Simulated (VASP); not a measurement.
These are RPA correlation on PBE orbitals, VASP's PBE PAW potentials (set 64) (plane waves; VASP) values and carry that method's errors.

VASP ran on this input.

File POSCAR:
```
BN
1
    0.0000000000     1.8075000000     1.8075000000
    1.8075000000     0.0000000000     1.8075000000
    1.8075000000     1.8075000000     0.0000000000
B N
1 1
Direct
  0.0000000000   0.0000000000   0.0000000000
  0.2500000000   0.2500000000   0.2500000000
```

### INCAR
```
ALGO = ACFDT
ENCUT = 500
ENCUTGW = 300
GGA = PE
ISMEAR = 0
LASPH = .TRUE.
LCHARG = .FALSE.
LREAL = .FALSE.
LWAVE = .FALSE.
NBANDS = 310
NOMEGA = 12
PREC = Normal
SIGMA = 0.01
SYSTEM = BN
```

File KPOINTS:
```
Automatic mesh
0
Gamma
6 6 6
0 0 0
```

POTCAR, in this order: B_GW N_GW_new (PBE.64 set). Program: vasp_std. Read from the step before: WAVECAR, WAVEDER.

What VASP printed:

**OSZICAR**
```
energies w=
    0.000    0.964    0.000    3.093    0.000    5.879    0.000    9.959
    0.000   16.331    0.000   26.651    0.000   43.769    0.000   72.757
    0.000  123.077    0.000  214.272    0.000  397.807    0.000  914.522
NQ=   1    0.0000    0.0000    0.0000,
 performed       3144000 updates of chi_q(r,r)
NQ=   2    0.1667    0.0000    0.0000,
 performed       6288000 updates of chi_q(r,r)
NQ=   3    0.3333    0.0000    0.0000,
 performed       9432000 updates of chi_q(r,r)
NQ=   4    0.5000    0.0000    0.0000,
 performed      12576000 updates of chi_q(r,r)
NQ=   5    0.1667    0.1667    0.0000,
 performed      15720000 updates of chi_q(r,r)
NQ=   6    0.3333    0.1667    0.0000,
 performed      18864000 updates of chi_q(r,r)
NQ=   7    0.5000    0.1667    0.0000,
 performed      22008000 updates of chi_q(r,r)
NQ=   8   -0.3333    0.1667    0.0000,
 performed      25152000 updates of chi_q(r,r)
NQ=   9   -0.1667    0.1667    0.0000,
 performed      28296000 updates of chi_q(r,r)
NQ=  10    0.3333    0.3333    0.0000,
 performed      31440000 updates of chi_q(r,r)
NQ=  11    0.5000    0.3333    0.0000,
 performed      34584000 updates of chi_q(r,r)
NQ=  12   -0.3333    0.3333    0.0000,
 performed      37728000 updates of chi_q(r,r)
NQ=  13    0.5000    0.5000    0.0000,
 performed      40872000 updates of chi_q(r,r)
NQ=  14    0.5000    0.3333    0.1667,
 performed      44016000 updates of chi_q(r,r)
NQ=  15   -0.3333    0.3333    0.1667,
 performed      47160000 updates of chi_q(r,r)
NQ=  16   -0.3333    0.5000    0.1667,
 performed      50304000 updates of chi_q(r,r)
```

### OUTCAR
```


      cutoff energy     smooth cutoff   RPA   correlation   Hartree contr. to MP2
---------------------------------------------------------------------------------
            300.000           240.000      -12.9803905028      -19.6230659891
            285.714           228.571      -12.9158367480      -19.5525431819
            272.109           217.687      -12.8454199917      -19.4749195973
            259.151           207.321      -12.7696577227      -19.3906089472
            246.811           197.449      -12.6873342580      -19.2981270241
            235.058           188.046      -12.5994912757      -19.1984982431
            223.865           179.092      -12.5047801157      -19.0900585964
            213.204           170.564      -12.4037605347      -18.9733060565
  linear regression
  converged value                          -13.8442174376      -20.5993477285
```
(Selected blocks of OUTCAR.)

The mesh is coarse, so the correlation energy is not converged in k-points.

The compound is BN in the zinc blende structure. The cell was not relaxed at this level. The k-mesh is coarse (spacing up to 0.50 per Å, 2π included), so the numbers may not be converged in it.
